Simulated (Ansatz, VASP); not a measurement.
ScF3 in VASP and in Ansatz

```
Sc F
1.0
     4.01245    0.00000    0.00000
     0.00000    4.01245    0.00000
     0.00000    0.00000    3.97233
Sc F
1 3
Direct
  0.00000 0.00000 0.00000
  0.50000 0.00000 0.00000
  0.00000 0.50000 0.00000
  0.00000 0.00000 0.50000
```

Change from the starting cell: zz strain of -1 %, crystal datasets.

Alike in both runs: task electric field gradients; functional LDA; k mesh 6 × 6 × 6; occupations fermi-dirac, width 0.02 eV; no spin polarisation.

|  | VASP | Ansatz |
| --- | --- | --- |
| version | VASP 6.6.1 | Ansatz 0.2.0 |
| potentials or method | VASP PAW LDA potentials, release 64 (Sc_sv, F), cutoff 520 eV | all-electron PAW with datasets made for the crystal, scalar-relativistic |

Ansatz gave:

| Item | Value |
| --- | --- |
| gap on the k mesh at the Fermi level (eV) | 6.23 |
| pressure (GPa) | -1.9 |
| largest component of the traceless stress (GPa) | 1.65 |
| Vzz of the field gradient on the site that differs most (V/Å²) | 52.9 |

Task: Which values does VASP return?

Result: gap on the k mesh at the Fermi level (eV): 6.20; pressure (GPa): -1.3; largest component of the traceless stress (GPa): 1.70; Vzz of the field gradient on the site that differs most (V/Å²): 51.5.

Ansatz ran all-electron here, so the differences hold the error of VASP's frozen core and of both bases.

A k mesh can miss the band edges.
